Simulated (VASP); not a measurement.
VASP input:

### INCAR
```
! general
SYSTEM   = MgH2
PREC     = Accurate
ENCUT    = 520
LREAL    = F
LASPH    = T

! electronic loop
EDIFF    = 1E-7
NELM     = 100
ALGO     = Normal

! smearing
ISMEAR   = 0
SIGMA    = 0.05

! functional
GGA      = CX
LUSE_VDW = T
AGGAC    = 0.0

! ions
IBRION   = 2
NSW      = 30
ISIF     = 4
EDIFFG   = -0.01

! output
LWAVE    = F
LCHARG   = F
```

POSCAR:
```
MgH2
1
    4.4063432305     0.0000000000     0.0000000000
    0.0000000000     4.4063432305     0.0000000000
    0.0000000000     0.0000000000     2.9562718652
Mg H
2 4
Direct
  1.0000000000   0.0000000000   0.0000000000
  0.5000000000   0.5000000000   0.5000000000
  0.3041230446   0.3041230446   0.0000000000
  0.8041230446   0.1958769554   0.5000000000
  0.1958769554   0.8041230446   0.5000000000
  0.6958769554   0.6958769554   0.0000000000
```

File KPOINTS:
```
Automatic mesh
0
Gamma
5 5 7
0 0 0
```

POTCAR, in this order: Mg H (PBE.64 set). Program: vasp_std.

**Question.** Translate this vdW-DF-cx calculation to Quantum ESPRESSO's pw.x.

**Answer.** One equivalent input (not run):
```
&CONTROL
  calculation = 'vc-relax'
  pseudo_dir = './pseudo'
  outdir = './out'
  tprnfor = .true.
  tstress = .true.
  nstep = 30
  forc_conv_thr = 0.00039
/
&SYSTEM
  ibrav = 0
  nat = 6
  ntyp = 2
  ecutwfc = 84
  occupations = 'smearing'
  smearing = 'gaussian'
  degauss = 0.003675
  input_dft = 'vdw-df-cx'
/
&ELECTRONS
  conv_thr = 7.3e-09
  electron_maxstep = 100
/
&IONS
/
&CELL
  cell_dofree = 'shape'
/
ATOMIC_SPECIES
  Mg 24.305 Mg.upf
  H 1.008 H.upf
CELL_PARAMETERS angstrom
     4.4063432    0.0000000    0.0000000
     0.0000000    4.4063432    0.0000000
     0.0000000    0.0000000    2.9562719
ATOMIC_POSITIONS crystal
  Mg   1.0000000  0.0000000  0.0000000
  Mg   0.5000000  0.5000000  0.5000000
  H    0.3041230  0.3041230  0.0000000
  H    0.8041230  0.1958770  0.5000000
  H    0.1958770  0.8041230  0.5000000
  H    0.6958770  0.6958770  0.0000000
K_POINTS automatic
  5 5 7 0 0 0
```
What does not carry over: the potentials are each code's own (VASP's PAW set, PseudoDojo norm-conserving files in pw.x), so ENCUT and ecutwfc are chosen apart and not converted; conv_thr bounds pw.x's estimated SCF error, while EDIFF bounds the energy change between steps; forc_conv_thr acts on force components and is met together with etot_conv_thr.

The compound is MgH2 in the rutile structure. This cell is one point of a volume scan, at 0.94 of the reference volume. Symmetry was kept, so distortions that lower it aren't found.
